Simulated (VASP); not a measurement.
Computed with r2SCAN meta-GGA, VASP's PBE PAW potentials (set 64) (plane waves; VASP 6.6.1).

Input for VASP

**INCAR**
```
# general
SYSTEM  = Rb
PREC    = Accurate
ENCUT   = 480   # plane-wave cut-off (eV)
LREAL   = .FALSE.
LASPH   = .TRUE.   # aspherical one-centre terms

# electronic loop
EDIFF   = 1E-7   # SCF stop (eV)
NELM    = 100   # most electronic steps
ALGO    = Normal
LMAXMIX = 4   # l cut-off of mixed one-centre charges
LMIXTAU = .TRUE.

# smearing
ISMEAR  = 1
SIGMA   = 0.1   # width (eV)

# functional
METAGGA = R2SCAN

# ions
ISIF    = 2   # forces and stress, cell fixed

# output
LWAVE   = .FALSE.
LCHARG  = .FALSE.
```

### POSCAR
```
Rb
1
   -2.9600022157     2.9600022157     2.9600022157
    2.9600022157    -2.9600022157     2.9600022157
    2.9600022157     2.9600022157    -2.9600022157
Rb
1
Direct
  0.0000000000   0.0000000000   0.0000000000
```

**KPOINTS**
```
Regular mesh
0
G
8 8 8
```

POTCAR, in this order: Rb_sv (PBE.64 set). Program: vasp_std.

Problem. What will the output report for the number of irreducible k-points (NKPTS), number of bands (NBANDS), largest plane-wave count, number of space-group operations, FFT grid (NGX, NGY, NGZ)?

Solution. 
```
Property                                       Value
--------------------------------------  ------------
number of irreducible k-points (NKPTS)            29
number of bands (NBANDS)                           8
largest plane-wave count                        2496
number of space-group operations                  48
FFT grid (NGX, NGY, NGZ)                40 × 40 × 40
```

The compound is Rb in the bcc structure. This cell was strained or had an atom moved on purpose.
